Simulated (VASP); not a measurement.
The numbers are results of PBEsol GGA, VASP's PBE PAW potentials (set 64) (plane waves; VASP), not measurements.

The input files of a VASP run:

**POSCAR**
```
MgS
1.0
  0.0000000000   2.3387264798   2.3387264798
  2.3387264798   0.0000000000   2.3387264798
  2.3387264798   2.3387264798   0.0000000000
Mg S
1 1
Cartesian
  2.3387264798   2.3387264798   0.0000000000
  2.3387264798   2.3387264798   2.3387264798
```

File KPOINTS:
```
Automatic mesh
0
Gamma
10 10 10
0 0 0
```

**INCAR**
```
# general
SYSTEM  = MgS
PREC    = Accurate
ENCUT   = 500   # plane-wave cut-off (eV)
LREAL   = F
LASPH   = T   # aspherical one-centre terms

# electronic loop
EDIFF   = 1E-6
NELM    = 100   # most electronic steps
ALGO    = Normal

# smearing
ISMEAR  = 0   # Gaussian
SIGMA   = 0.05

# functional
GGA     = PS   # PBEsol

# ions
IBRION  = 2   # conjugate gradients
NSW     = 40   # most ionic steps
ISIF    = 3
EDIFFG  = -0.02   # ionic stop
PSTRESS = 450   # kbar

# output
LWAVE   = F
LCHARG  = F
```

POTCAR, in this order: Mg S (PBE.64 set). Program: vasp_std.

Question: What will the output report for the number of irreducible k-points (NKPTS), largest plane-wave count, number of space-group operations, FFT grid (NGX, NGY, NGZ)?

Answer: 
```
Property                                      Result
--------------------------------------  ------------
number of irreducible k-points (NKPTS)            47
largest plane-wave count                         666
number of space-group operations                  48
FFT grid (NGX, NGY, NGZ)                24 × 24 × 24
```

The compound is MgS in the rock salt structure. It was relaxed first under an external pressure of 45 GPa.
